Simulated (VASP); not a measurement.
Level of theory: PW91 GGA, VASP's PBE PAW potentials (set 64) (plane waves; VASP).

VASP input:

POSCAR:
```
Sn
1
   -2.9150000000     2.9150000000     1.5900000000
    2.9150000000    -2.9150000000     1.5900000000
    2.9150000000     2.9150000000    -1.5900000000
Sn
2
Direct
  0.2500000000   0.7500000000   0.5000000000
  0.0000000000   0.0000000000   0.0000000000
```

### INCAR
```
# general
SYSTEM =Sn
PREC   =Accurate
ENCUT  =520
LREAL  =.False.
LASPH  =.True.   # aspherical one-centre terms

# electronic loop
EDIFF  =1E-6
NELM   =100   # most electronic steps
ALGO   =Normal   # blocked Davidson
LMAXMIX=4   # l cut-off of mixed one-centre charges

# smearing
ISMEAR =1   # Methfessel-Paxton
SIGMA  =0.1

# functional
GGA    =91

# ions
IBRION =2
NSW    =60   # most ionic steps
ISIF   =3
EDIFFG =-0.01   # ionic stop

# output
LWAVE  =.False.
LCHARG =.False.
```

**KPOINTS**
```
Automatic mesh
0
Gamma
12 12 12
0 0 0
```

POTCAR, in this order: Sn_d (PBE.64 set). Program: vasp_std.

Output

File OSZICAR:
```
       N       E                     dE             d eps       ncg     rms          rms(c)
DAV:   1     0.202998147138E+03    0.20300E+03   -0.15007E+04  5888   0.243E+03
DAV:   2     0.104042017464E+02   -0.19259E+03   -0.19036E+03  5870   0.450E+02
DAV:   3    -0.711642917420E+01   -0.17521E+02   -0.17312E+02  6624   0.140E+02
DAV:   4    -0.765173517735E+01   -0.53531E+00   -0.53325E+00  6736   0.266E+01
DAV:   5    -0.767223281893E+01   -0.20498E-01   -0.20496E-01  7912   0.477E+00    0.248E+00
DAV:   6    -0.764639523609E+01    0.25838E-01   -0.51309E-02  7626   0.364E+00    0.135E+00
DAV:   7    -0.764030169685E+01    0.60935E-02   -0.28170E-02  7634   0.263E+00    0.198E-01
DAV:   8    -0.764010043435E+01    0.20126E-03   -0.24312E-03  6926   0.738E-01    0.359E-02
DAV:   9    -0.764010852487E+01   -0.80905E-05   -0.68050E-05  7438   0.895E-02    0.138E-02
DAV:  10    -0.764010695076E+01    0.15741E-05   -0.71198E-06  6868   0.382E-02    0.234E-03
DAV:  11    -0.764010700127E+01   -0.50515E-07   -0.31708E-07  3182   0.842E-03
   1 F= -.76401070E+01 E0= -.76399461E+01  d E =-.764011E+01
       N       E                     dE             d eps       ncg     rms          rms(c)
DAV:   1    -0.889160544018E+01   -0.12515E+01   -0.30205E+01  6400   0.103E+02    0.585E+00
DAV:   2    -0.791189912238E+01    0.97971E+00   -0.16337E+00  6950   0.221E+01    0.270E+00
DAV:   3    -0.767246194826E+01    0.23944E+00   -0.81805E-01  7660   0.146E+01    0.309E-01
DAV:   4    -0.766216183578E+01    0.10300E-01   -0.31455E-02  6858   0.248E+00    0.125E-01
DAV:   5    -0.766068067361E+01    0.14812E-02   -0.18297E-03  7590   0.571E-01    0.556E-02
DAV:   6    -0.766054920261E+01    0.13147E-03   -0.29510E-04  6870   0.268E-01    0.841E-03
DAV:   7    -0.766054878477E+01    0.41784E-06   -0.10264E-05  7654   0.263E-02    0.210E-03
DAV:   8    -0.766054952081E+01   -0.73605E-06   -0.40250E-07  3114   0.721E-03
   2 F= -.76605495E+01 E0= -.76604734E+01  d E =-.204425E-01
       N       E                     dE             d eps       ncg     rms          rms(c)
DAV:   1    -0.772800592436E+01   -0.67457E-01   -0.14636E+00  6388   0.205E+01    0.137E+00
DAV:   2    -0.767484107542E+01    0.53165E-01   -0.95453E-02  6878   0.530E+00    0.612E-01
DAV:   3    -0.766294757667E+01    0.11893E-01   -0.37310E-02  7668   0.319E+00    0.772E-02
DAV:   4    -0.766242608119E+01    0.52150E-03   -0.11139E-03  6038   0.438E-01    0.238E-02
DAV:   5    -0.766238533684E+01    0.40744E-04   -0.69047E-05  7720   0.714E-02    0.109E-02
DAV:   6    -0.766238502400E+01    0.31283E-06   -0.46829E-06  6022   0.334E-02
   3 F= -.76623850E+01 E0= -.76622596E+01  d E =-.222780E-01
       N       E                     dE             d eps       ncg     rms          rms(c)
DAV:   1    -0.766292638075E+01   -0.54104E-03   -0.12600E-02  6386   0.194E+00    0.126E-01
DAV:   2    -0.766248251078E+01    0.44387E-03   -0.78837E-04  6914   0.483E-01    0.566E-02
DAV:   3    -0.766237846838E+01    0.10404E-03   -0.32712E-04  7668   0.298E-01    0.688E-03
DAV:   4    -0.766237029844E+01    0.81699E-05   -0.10141E-05  6188   0.427E-02    0.228E-03
DAV:   5    -0.766236873117E+01    0.15673E-05   -0.41561E-07  3012   0.747E-03    0.972E-04
DAV:   6    -0.766236833712E+01    0.39404E-06   -0.21948E-07  2976   0.773E-03
   4 F= -.76623683E+01 E0= -.76622464E+01  d E =-.222613E-01
       N       E                     dE             d eps       ncg     rms          rms(c)
DAV:   1    -0.766308084454E+01   -0.71211E-03   -0.16088E-02  6380   0.209E+00    0.141E-01
DAV:   2    -0.766253233738E+01    0.54851E-03   -0.10675E-03  7172   0.564E-01    0.653E-02
DAV:   3    -0.766239388905E+01    0.13845E-03   -0.42621E-04  7574   0.339E-01    0.104E-02
DAV:   4    -0.766239242619E+01    0.14629E-05   -0.25225E-05  6518   0.663E-02    0.298E-03
DAV:   5    -0.766239276431E+01   -0.33812E-06   -0.95898E-07  3086   0.135E-02
   5 F= -.76623928E+01 E0= -.76622702E+01  d E =-.244272E-04
```

OUTCAR:
```
------------------------ aborting loop because EDIFF is reached ----------------------------------------
  FORCE on cell =-STRESS in cart. coord.  units (eV):
  Direction    XX          YY          ZZ          XY          YZ          ZX
  --------------------------------------------------------------------------------------
  Total        0.0055622      0.0055622      0.0165148      0.0000000      0.0000000      0.0000000
  in kB        0.1568759      0.1568759      0.4657790      0.0000000      0.0000000      0.0000000
  external PRESSURE =       0.2598436 kB  Pullay stress =       0.0000000 kB
  volume of cell :       56.81
      direct lattice vectors                 reciprocal lattice vectors
    -2.965548864  2.965548864  1.614854866     0.000000000  0.168602853  0.309625348
     2.965548864 -2.965548864  1.614854866     0.168602853  0.000000000  0.309625348
     2.965548864  2.965548864 -1.614854866     0.168602853  0.168602853  0.000000000
 POSITION                                       TOTAL-FORCE (eV/Angst)
 -----------------------------------------------------------------------------------
      2.96555      0.00000      0.80743         0.000000     -0.000000     -0.000000
      5.93110      0.00000      0.00000        -0.000000      0.000000      0.000000
 -----------------------------------------------------------------------------------
    total drift:                                0.000000     -0.000000      0.000000
  FREE ENERGIE OF THE ION-ELECTRON SYSTEM (eV)
  ---------------------------------------------------
  free  energy   TOTEN  =        -7.6623927643 eV

  energy  without entropy=       -7.6620249539  energy(sigma->0) =       -7.66227016

 reached required accuracy - stopping structural energy minimisation
```
(Selected blocks of OUTCAR.)

File CONTCAR:
```
Sn
   1.00000000000000
    -2.9655488635115872    2.9655488635115872    1.6148548656713511
     2.9655488635115872   -2.9655488635115872    1.6148548656713511
     2.9655488635115872    2.9655488635115872   -1.6148548656713511
  Sn
     2
Direct
     0.2500000000000000    0.7500000000000000    0.5000000000000000
     0.0000000000000000    1.0000000000000000    1.0000000000000000
```

Energy and stress use the plane-wave basis of the starting cell.

The compound is Sn in the beta structure. This run relaxes it. Symmetry was kept, so distortions that lower it aren't found.
